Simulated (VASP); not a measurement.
Computed with rev-vdW-DF2, VASP's PBE PAW potentials (set 64) (plane waves; VASP).

The input files of a VASP run:

File POSCAR:
```
CdS
4.1745190
  0.4999999753  -0.8660253189   0.0000000000
  0.4999999753   0.8660253189   0.0000000000
  0.0000000000   0.0000000000   1.6250925943
Cd S
2 2
Cartesian
  0.4999999753  -0.2886756836   0.8125706079
  0.4999999753   0.2886756836   0.0000243107
  0.4999999753  -0.2886756836   1.4251818945
  0.4999999753   0.2886756836   0.6126355973
```

**INCAR**
```
AGGAC  =  0.0
ALGO  =  Normal
EDIFF  =  1E-7
ENCUT  =  520
GGA  =  MK
ICHARG  =  11
ISMEAR  =  0
LASPH  =  .TRUE.
LCHARG  =  .FALSE.
LMAXMIX  =  4
LORBIT  =  11
LREAL  =  .FALSE.
LUSE_VDW  =  .TRUE.
LWAVE  =  .FALSE.
NELM  =  100
PARAM1  =  0.1234568
PARAM2  =  0.7114
PREC  =  Accurate
SIGMA  =  0.05
SYSTEM  =  CdS
ZAB_VDW  =  -1.8867
```

File KPOINTS:
```
k-points along high-symmetry lines
10
Line-mode
Reciprocal
  0.000000   0.000000   0.000000 ! GAMMA
  0.000000   0.500000   0.000000 ! M

  0.000000   0.500000   0.000000 ! M
 -0.333333   0.666667   0.000000 ! K

 -0.333333   0.666667   0.000000 ! K
  0.000000   0.000000   0.000000 ! GAMMA

  0.000000   0.000000   0.000000 ! GAMMA
  0.000000   0.000000   0.500000 ! A

  0.000000   0.000000   0.500000 ! A
  0.000000   0.500000   0.500000 ! L

  0.000000   0.500000   0.500000 ! L
 -0.333333   0.666667   0.500000 ! H

 -0.333333   0.666667   0.500000 ! H
  0.000000   0.000000   0.500000 ! A

  0.000000   0.500000   0.500000 ! L
  0.000000   0.500000   0.000000 ! M

 -0.333333   0.666667   0.500000 ! H
 -0.333333   0.666667   0.000000 ! K
```

POTCAR, in this order: Cd S (PBE.64 set). Program: vasp_std. Read from the step before: CHGCAR.

The run wrote:

**OUTCAR**
```
 ion  position               nearest neighbor table
   1  0.667  0.333  0.500-   4 2.55   4 2.55   4 2.55   3 2.56
   2  0.333  0.667  0.000-   3 2.55   3 2.55   3 2.55   4 2.56
   3  0.667  0.333  0.877-   2 2.55   2 2.55   2 2.55   1 2.56
   4  0.333  0.667  0.377-   1 2.55   1 2.55   1 2.55   2 2.56
  LATTYP: Found a hexagonal cell.
 ALAT       =     4.1745186415
 C/A-ratio  =     1.6250927339
 Subroutine PRICEL returns:
 Original cell was already a primitive cell.
 Subroutine GETGRP returns: Found 12 space group operations
The static configuration has the point symmetry C_3v.
 The point group associated with its full space group is C_6v.
The dynamic configuration has the point symmetry C_3v.
 Subroutine INISYM returns: Found 12 space group operations
   k-points           NKPTS =     90   k-points in BZ     NKDIM =     90   number of bands    NBANDS=     22
   number of dos      NEDOS =    301   number of ions     NIONS =      4
   total plane-waves  NPLWV =  51200
   dimension x,y,z NGX =    32 NGY =   32 NGZ =   50
   dimension x,y,z NGXF=    64 NGYF=   64 NGZF=  100
   ions per type =               2   2
   PREC   = accura    normal or accurate (medium, high low for compatibility)
   ISTART =      0    job   : 0-new  1-cont  2-samecut
   ICHARG =     11    charge: 1-file 2-atom 10-const
   ISPIN  =      1    spin polarized calculation?
   LNONCOLLINEAR =      F non collinear calculations
   LSORBIT =      F    spin-orbit coupling
   INIWAV =      1    electr: 0-lowe 1-rand  2-diag
   ENCUT  =  520.0 eV  38.22 Ry    6.18 a.u.   7.76  7.76 12.61*2*pi/ulx,y,z
   NELM   =    100;   NELMIN=  2; NELMDL= -5     # of ELM steps
   EDIFF  = 0.1E-06   stopping-criterion for ELM
   LREAL  =      F    real-space projection
   NLSPLINE    = F    spline interpolate recip. space projectors
   LMAXMIX     =    4 max onsite mixed and CHGCAR
   VOSKOWN=      0    Vosko Wilk Nusair interpolation
   EDIFFG = 0.1E-05   stopping-criterion for IOM
   NSW    =      0    number of steps for IOM
   NBLOCK =      1;   KBLOCK =      1    inner block; outer block
   IBRION =     -1    ionic relax: 0-MD 1-quasi-New 2-CG
   NFREE  =      0    steps in history (QN), initial steepest desc. (CG)
...
```

OSZICAR:
```
       N       E                     dE             d eps       ncg     rms          rms(c)
DAV:   1     0.254825722050E+03    0.25483E+03   -0.18030E+04  3960   0.150E+03
DAV:   2     0.102669477342E+02   -0.24456E+03   -0.23939E+03  4416   0.360E+02
DAV:   3    -0.304181428934E+01   -0.13309E+02   -0.13181E+02  4704   0.825E+01
DAV:   4    -0.319585988194E+01   -0.15405E+00   -0.15390E+00  4620   0.851E+00
DAV:   5    -0.319836724054E+01   -0.25074E-02   -0.25071E-02  4812   0.105E+00
DAV:   6    -0.319844127788E+01   -0.74037E-04   -0.74034E-04  4650   0.169E-01
DAV:   7    -0.319844386388E+01   -0.25860E-05   -0.25860E-05  4794   0.282E-02
DAV:   8    -0.319844397545E+01   -0.11157E-06   -0.11153E-06  4622   0.526E-03
DAV:   9    -0.319844397979E+01   -0.43447E-08   -0.44002E-08  3374   0.954E-04
   1 F= -.31984440E+01 E0= -.31984440E+01  d E =-.100683E-14
```

### OUTCAR
```
 val. band max:        0.9428604227   @ k =  -0.0000   0.0000   0.0000

 cond. band min:       1.9450287296   @ k =   0.0000   0.0000   0.0000



 k-point     1 :       0.0000    0.0000    0.0000
  band No.  band energies     occupation
      1     -11.2379      2.00000
      2     -10.8272      2.00000
      3      -6.6814      2.00000
      4      -6.6764      2.00000
      5      -6.6764      2.00000
      6      -6.5992      2.00000
      7      -6.5992      2.00000
      8      -6.2992      2.00000
      9      -6.2992      2.00000
     10      -6.2145      2.00000
     11      -6.2145      2.00000
     12      -5.8950      2.00000
     13      -3.2879      2.00000
     14       0.2228      2.00000
     15       0.2228      2.00000
     16       0.9041      2.00000
     17       0.9428      2.00000
     18       0.9429      2.00000
     19       1.9450      0.00000
     20       3.5823      0.00000
     21       7.3483      0.00000
     22       7.3483      0.00000

 k-point     2 :       0.0000    0.0556    0.0000
  band No.  band energies     occupation
      1     -11.2272      2.00000
      2     -10.8224      2.00000
      3      -6.6799      2.00000
      4      -6.6720      2.00000
      5      -6.6668      2.00000
      6      -6.5946      2.00000
      7      -6.5932      2.00000
      8      -6.3015      2.00000
      9      -6.2994      2.00000
     10      -6.2194      2.00000
     11      -6.2136      2.00000
     12      -5.8875      2.00000
     13      -3.2668      2.00000
     14       0.0841      2.00000
     15       0.1838      2.00000
     16       0.6897      2.00000
     17       0.8840      2.00000
     18       0.9215      2.00000
     19       2.1925      0.00000
     20       3.7190      0.00000
     21       7.2160      0.00000
     22       7.3980      0.00000

 k-point     3 :       0.0000    0.1111    0.0000
  band No.  band energies     occupation
      1     -11.1960      2.00000
      2     -10.8087      2.00000
...
```

The density is held fixed in this step, so its total energy and stress have no physical meaning.

The compound is CdS in the wurtzite structure. It was relaxed first.
